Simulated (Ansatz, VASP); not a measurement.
# TePbS (1T-PbSTe 3 layers, AA): VASP beside Ansatz, part 2 of 2

Wanted: the spread between two codes on one cell, functional and k mesh. The structure shown is the start of the Ansatz relaxation below; VASP solves that cell, so the two are compared at the walk's first step.

VASP 6.6.1 and Ansatz 0.2.0.

So far: Starting point; Ansatz: relaxation, PBE with D3(BJ).

### 3. VASP: single point, PBE with D3(BJ), start cell

Level of this step: PBE with D3(BJ); plane waves and PAW (Te, Pb_d, S) (VASP).

The same cell, functional, mesh and smearing now go to VASP, with its own data sets.

Lines of VASP's logs that name or quote its potential files are left out, and so is its time.

Input file INCAR:

```
SYSTEM = TePbS
PREC = Accurate
ENCUT = 400
EDIFF = 1E-06
NELM = 120
ISMEAR = -1
SIGMA = 0.05
LREAL = .FALSE.
ALGO = Normal
GGA = PE
IVDW = 12
NBANDS = 48
LORBIT = 11
LWAVE = .FALSE.
LCHARG = .FALSE.
ISIF = 2
LDIPOL = .TRUE.
IDIPOL = 3
DIPOL = 0.5 0.5 0.502
LVHAR = .TRUE.
LASPH = .TRUE.
GGA_COMPAT = .FALSE.
NELMDL = -8
KPAR = 2
```

Input file POSCAR:

```
TePbS
1.0
    3.6456920000      0.0000000000      0.0000000000
   -1.8228460000      3.1572620000      0.0000000000
    0.0000000000      0.0000000000     60.5981950000
Te Pb S
3 3 3
Direct
    0.6666667195      0.3333334389      0.3778990447
    0.6666667195      0.3333334389      0.4766269358
    0.6666667195      0.3333334389      0.5753548105
    0.0000000000      0.0000000000      0.4061723621
    0.0000000000      0.0000000000      0.5049002532
    0.0000000000      0.0000000000      0.6036281279
    0.3333332805      0.6666665611      0.4246451895
    0.3333332805      0.6666665611      0.5233730642
    0.3333332805      0.6666665611      0.6221009553
```

Input file KPOINTS:

```
Automatic mesh
0
Gamma
12 12 1
0 0 0
```

The projector-augmented-wave data sets are Te, Pb_d and S (PBE family, release 64).

Started as:

```sh
mpirun -np 2 vasp_std
```

Numbers of over 12 decimals in the logs are rounded to 6 here.

The log of the run:

```text
[banner, memory and clock lines left out]
running    2 mpi-ranks, on    1 nodes
 distrk:  each k-point on    1 cores,    2 groups
 distr:  one band on    1 cores,    1 groups

 POSCAR found type information on POSCAR TePbS
 POSCAR found :  3 types and       9 ions
 LDA part: xc-table for (Slater+PW92), standard interpolation
|                                                                             |
|           W    W    AA    RRRRR   N    N  II  N    N   GGGG   !!!           |
|           W    W   A  A   R    R  NN   N  II  NN   N  G    G  !!!           |
|           W    W  A    A  R    R  N N  N  II  N N  N  G       !!!           |
|           W WW W  AAAAAA  RRRRR   N  N N  II  N  N N  G  GGG   !            |
|           WW  WW  A    A  R   R   N   NN  II  N   NN  G    G                |
|           W    W  A    A  R    R  N    N  II  N    N   GGGG   !!!           |
|                                                                             |
|     One of the lattice vectors is very long (>50 A), but AMIN is rather     |
|     large. This can spoil convergence since charge sloshing might occur     |
|     along the long lattice vector. If problems with convergence are         |
|     observed, try to decrease AMIN to a smaller value (e.g. 0.01).          |
|     Note: This warning only applies if the self-consistency cycle is        |
|     used.                                                                   |
|                                                                             |

 POSCAR, INCAR and KPOINTS ok, starting setup
 FFT: planning ... GRIDC
 FFT: planning ... GRID_SOFT
 FFT: planning ... GRID
 WAVECAR not read
 entering main loop
       N       E                     dE             d eps       ncg     rms          rms(c)
DAV:   1     0.724533064801E+03    0.72453E+03   -0.27669E+04  2184   0.106E+03
DAV:   2     0.606263413839E+02   -0.66391E+03   -0.65070E+03  2328   0.317E+02
DAV:   3    -0.200030713092E+02   -0.80629E+02   -0.79749E+02  2320   0.155E+02
DAV:   4    -0.238189589884E+02   -0.38159E+01   -0.37987E+01  2424   0.370E+01
DAV:   5    -0.239596688480E+02   -0.14071E+00   -0.14064E+00  2648   0.633E+00
DAV:   6    -0.239634174773E+02   -0.37486E-02   -0.37481E-02  2696   0.104E+00
DAV:   7    -0.239635152564E+02   -0.97779E-04   -0.97772E-04  2816   0.152E-01
DAV:   8    -0.239635170953E+02   -0.18389E-05   -0.18387E-05  2520   0.207E-02    0.219E+01
DAV:   9    -0.227932010182E+02    0.11703E+01   -0.23019E+00  2712   0.169E+01    0.136E+01
DAV:  10    -0.829583365372E+02   -0.60165E+02   -0.25875E+02  2784   0.400E+01    0.358E+01
DAV:  11    -0.320721424953E+02    0.50886E+02   -0.93612E+01  2776   0.255E+01    0.128E+01
DAV:  12    -0.254848939242E+02    0.65872E+01   -0.28959E+01  2520   0.122E+01    0.828E+00
DAV:  13    -0.229024397614E+02    0.25825E+01   -0.13450E+01  2376   0.982E+00    0.322E+00
DAV:  14    -0.226368657259E+02    0.26557E+00   -0.19897E+00  2648   0.422E+00    0.281E+00
[...]
DAV:  38    -0.225639985899E+02    0.15516E-03   -0.96771E-05  2488   0.465E-02    0.707E-02
DAV:  39    -0.225639662319E+02    0.32358E-04   -0.42681E-05  2280   0.224E-02    0.628E-02
DAV:  40    -0.225639544786E+02    0.11753E-04   -0.52693E-06  2024   0.938E-03    0.590E-02
DAV:  41    -0.225639453573E+02    0.91213E-05   -0.21119E-06  1648   0.625E-03    0.575E-02
DAV:  42    -0.225639220988E+02    0.23259E-04   -0.16557E-05  1888   0.190E-02    0.485E-02
DAV:  43    -0.225639100372E+02    0.12062E-04   -0.28040E-05  2152   0.227E-02    0.334E-02
DAV:  44    -0.225639096081E+02    0.42912E-06   -0.14079E-05  2040   0.136E-02    0.247E-02
DAV:  45    -0.225639099718E+02   -0.36364E-06   -0.15844E-06  1512   0.634E-03
   1 F= -.26334605E+02 E0= -.26318316E+02  d E =-.325774E-01
```

From OUTCAR (step 3):

```text
ion  position               nearest neighbor table
   1  0.667  0.333  0.378-   4 2.71   4 2.71   4 2.71
   2  0.667  0.333  0.477-   5 2.71   5 2.71   5 2.71
   3  0.667  0.333  0.575-   6 2.71   6 2.71   6 2.71
   4  0.000  0.000  0.406-   7 2.38   7 2.38   7 2.38   1 2.71   1 2.71   1 2.71
   5  0.000  0.000  0.505-   8 2.38   8 2.38   8 2.38   2 2.71   2 2.71   2 2.71
   6  0.000  0.000  0.604-   9 2.38   9 2.38   9 2.38   3 2.71   3 2.71   3 2.71
   7  0.333  0.667  0.425-   4 2.38   4 2.38   4 2.38
   8  0.333  0.667  0.523-   5 2.38   5 2.38   5 2.38
   9  0.333  0.667  0.622-   6 2.38   6 2.38   6 2.38

  LATTYP: Found a hexagonal cell.
 ALAT       =     3.6456920000
 C/A-ratio  =    16.6218635584

 Subroutine GETGRP returns: Found  6 space group operations
 (whereof  6 operations were pure point group operations)

The static configuration has the point symmetry C_3v.

 Found     19 irreducible k-points:

   k-points           NKPTS =     19   k-points in BZ     NKDIM =     19   number of bands    NBANDS=     48

   dimension x,y,z NGX =    24 NGY =   24 NGZ =  400
   dimension x,y,z NGXF=    48 NGYF=   48 NGZF=  800

   ENCUT  =  400.0 eV  29.40 Ry    5.42 a.u.   5.95  5.95 98.82*2*pi/ulx,y,z

   NELECT =      78.0000    total number of electrons

 k-points in reciprocal lattice and weights: Automatic mesh
   0.00000000  0.00000000  0.00000000       0.007
   0.08333333 -0.00000000  0.00000000       0.042
   0.16666667  0.00000000  0.00000000       0.042
   0.25000000  0.00000000  0.00000000       0.042
   0.33333333 -0.00000000  0.00000000       0.042
   0.41666667  0.00000000  0.00000000       0.042
   0.50000000  0.00000000  0.00000000       0.021
   0.08333333  0.08333333  0.00000000       0.042
   0.16666667  0.08333333  0.00000000       0.083
[...]
0.33333333  0.25000000  0.00000000       0.083
   0.33333333  0.33333333  0.00000000       0.014

 dipolmoment           0.000000      0.000000      0.012552 electrons x Angstroem

 average (electrostatic) potential at core
       1 -95.2281       2 -95.2388       3 -95.2316       4 -99.1653       5 -99.1502
       6 -99.1314       7 -93.2315       8 -93.2093       9 -93.1497

 E-fermi :  -0.9540

 k-point     1 :       0.0000    0.0000    0.0000
  band No.  band energies     occupation
    ...
     29      -3.7761      2.00000
     30      -3.7144      2.00000
     31      -3.7143      2.00000
     32      -3.2151      2.00000
     33      -2.4397      2.00000
     34      -0.8602      0.26543
     35      -0.6365      0.00349
     36      -0.6365      0.00349
     37      -0.5822      0.00118
     38      -0.5822      0.00118
    ...

 k-point     2 :       0.0833   -0.0000    0.0000
  band No.  band energies     occupation
    ...
     32      -3.0909      2.00000
     33      -2.3589      2.00000
     34      -1.3987      1.99973
     35      -1.3135      1.99849
     36      -1.2511      1.99475
     37      -0.7282      0.02161
     38      -0.6729      0.00721
     39      -0.6295      0.00303
     40      -0.3277      0.00001
     41      -0.1242      0.00000
    ...

 k-point     3 :       0.1667    0.0000    0.0000
  band No.  band energies     occupation
    ...
     33      -2.7175      2.00000
     34      -2.5930      2.00000
     35      -2.4267      2.00000
     36      -2.1435      2.00000
     37      -0.9566      1.02532
     38      -0.8817      0.38118
     39      -0.8198      0.12790
     40       0.0905      0.00000
     41       0.2155      0.00000
     42       0.3428      0.00000
    ...

 Edisp (eV)   -3.77069

  Total      47.31153    47.31154    46.23028     0.00000     0.00000     0.00000
  in kB     108.67442   108.67442   106.19079     0.00000     0.00000     0.00000
  external pressure =      107.85 kB  Pullay stress =        0.00 kB

  energy-cutoff  :      400.00
  volume of cell :      697.51
      direct lattice vectors                 reciprocal lattice vectors
     3.645692000  0.000000000  0.000000000     0.274296348  0.158365064  0.000000000
    -1.822846000  3.157262000  0.000000000     0.000000000  0.316730129  0.000000000
     0.000000000  0.000000000 60.598195000     0.000000000  0.000000000  0.016502142

 POSITION                                       TOTAL-FORCE (eV/Angst)
 -----------------------------------------------------------------------------------
      1.82285      1.05242     22.90000        -0.000000      0.000000     -5.137449
      1.82285      1.05242     28.88273        -0.000000      0.000000     -5.119017
      1.82285      1.05242     34.86546         0.000000     -0.000000     -5.182830
      0.00000      0.00000     24.61331        -0.000000      0.000000     -0.811125
      0.00000      0.00000     30.59604        -0.000000      0.000000     -0.824468
      0.00000      0.00000     36.57878        -0.000000      0.000000     -0.835449
     -0.00000      2.10484     25.73273         0.000000     -0.000000      5.969728
     -0.00000      2.10484     31.71546         0.000000      0.000000      5.943701
     -0.00000      2.10484     37.69819        -0.000000      0.000000      5.996909
 -----------------------------------------------------------------------------------
    total drift:                               -0.000001      0.000205      0.002668

  FREE ENERGIE OF THE ION-ELECTRON SYSTEM (eV)
  ---------------------------------------------------
  free  energy   TOTEN  =       -26.3346046768 eV

  energy  without entropy=      -26.3020273167  energy(sigma->0) =      -26.31831600

 vacuum level on the upper side and lower side of the slab         4.047         3.848

 total charge
# of ion       s       p       d       tot
------------------------------------------
    1        1.412   2.074   0.054   3.540
    2        1.415   2.070   0.056   3.541
    3        1.415   2.070   0.056   3.540
    4        1.206   1.162  10.000  12.368
    5        1.208   1.161   9.998  12.368
    6        1.206   1.160   9.999  12.365
    7        1.367   2.471   0.000   3.838
    8        1.368   2.470   0.000   3.838
    9        1.364   2.475   0.000   3.839
--------------------------------------------------
tot         11.961  17.112  30.164  59.237

[... 3 further parts left out ...]
```

### 4. Side by side

Known differences besides the potentials themselves: Ansatz cuts the interaction across the vacuum, VASP repeats the sheet with a dipole correction; the data sets hold 108 valence electrons in Ansatz (on its default PAW (the set named soft_2) files) and 78 in VASP; the cutoff is 420 eV in Ansatz and 400 eV in VASP. Total energies have different zeros and are not compared.

Forces (eV/Å; atoms numbered as in POSCAR):

```tsv
atom	Ansatz x, y, z	VASP x, y, z
Te1	0.000, 0.000, -5.106	0.000, 0.000, -5.137
Te2	0.000, 0.000, -5.087	0.000, 0.000, -5.119
Te3	0.000, 0.000, -5.150	0.000, 0.000, -5.183
Pb4	0.000, 0.000, -0.856	0.000, 0.000, -0.811
Pb5	0.000, 0.000, -0.872	0.000, 0.000, -0.824
Pb6	0.000, 0.000, -0.882	0.000, 0.000, -0.835
S7	0.000, 0.000, 5.982	0.000, 0.000, 5.970
S8	0.000, 0.000, 5.959	0.000, 0.000, 5.944
S9	0.000, 0.000, 6.012	0.000, 0.000, 5.997
```

The forces differ by 19 meV/Å r.m.s., which is 0.7 % of the r.m.s. force of 2.642 eV/Å (both taken over all components). VASP's last cycles still show a density residual of 2e-03, so its state may not be settled. With vacuum in the cell, a pressure given here is an average over mostly empty space and none of the material.

### 5. Summary of results

```
r.m.s. force difference (single point, PBE with D3(BJ), start cell) : 0.73 % of the r.m.s. force
```

The r.m.s. force difference is 0.73 % of the r.m.s. force (single point, PBE with D3(BJ), start cell), within the 3 % picked in this series as the mark of a large difference. The data sets hold unlike numbers of valence electrons (108 in Ansatz and 78 in VASP), so part of the differences comes from the potentials. Such differences can come from data sets, numerical settings and the points named under the comparisons, not from the functional's error against experiment.

[Lines on the potential files, build, host, timing and source positions are cut from VASP's logs without a mark.]

[Logs are printed without paths, hosts, clocks, repeated set-up lines and the standing remarks that a program may print on its own settings, such as how far it seeks lower states.]

[Hosts, paths, dates, database ids (printed as entryN), source tags and the programs' standing remarks are cut or masked in the printed files.]
